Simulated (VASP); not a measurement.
Calculation: PBE GGA, VASP's PBE PAW potentials (set 64) (plane waves; VASP).

The input files of a VASP run:

### INCAR
```
SYSTEM = GaN
PREC = Accurate
ENCUT = 480
EDIFF = 1E-6
NELM = 100
ALGO = Normal
LREAL = .FALSE.
LASPH = .TRUE.
ISMEAR = 0
SIGMA = 0.05
GGA = PE
LMAXMIX = 4
LWAVE = .FALSE.
LCHARG = .FALSE.
IBRION = 2
ISIF = 3
NSW = 60
EDIFFG = -0.02
```

### KPOINTS
```
Regular mesh
0
Gamma
  7 7 4
```

File POSCAR:
```
GaN
1
    1.6227726309    -2.8107246057     0.0000000000
    1.6227726309     2.8107246057     0.0000000000
    0.0000000000     0.0000000000     5.2781419903
Ga N
2 2
Direct
  0.6666670000   0.3333330000   0.5000226728
  0.3333330000   0.6666670000   0.0000226728
  0.6666670000   0.3333330000   0.8769773272
  0.3333330000   0.6666670000   0.3769773272
```

POTCAR, in this order: Ga N (PBE.64 set). Program: vasp_std.

Question: What does the run give for the energy per atom (σ→0)?

Answer: 
```
Property                        Value
---------------------  --------------
energy per atom (σ→0)  -6.086 eV/atom
```

### OSZICAR
```
...
DAV:   7    -0.243922273005E+02    0.11461E-01   -0.80390E-01   628   0.702E+00    0.297E+00
DAV:   8    -0.243472200840E+02    0.45007E-01   -0.81326E-02   688   0.270E+00    0.483E-01
DAV:   9    -0.243424644063E+02    0.47557E-02   -0.17268E-02   740   0.105E+00    0.169E-01
DAV:  10    -0.243430578144E+02   -0.59341E-03   -0.17434E-03   624   0.334E-01    0.500E-02
DAV:  11    -0.243430552350E+02    0.25794E-05   -0.57565E-05   724   0.653E-02    0.182E-02
DAV:  12    -0.243430577648E+02   -0.25298E-05   -0.15942E-05   628   0.322E-02    0.702E-03
DAV:  13    -0.243430577001E+02    0.64711E-07   -0.34346E-07   476   0.577E-03
   1 F= -.24343058E+02 E0= -.24343058E+02  d E =-.243431E+02
```

The compound is GaN in the wurtzite structure. It was relaxed first, which changed the volume by +5 %. The start is the result of an earlier pass.
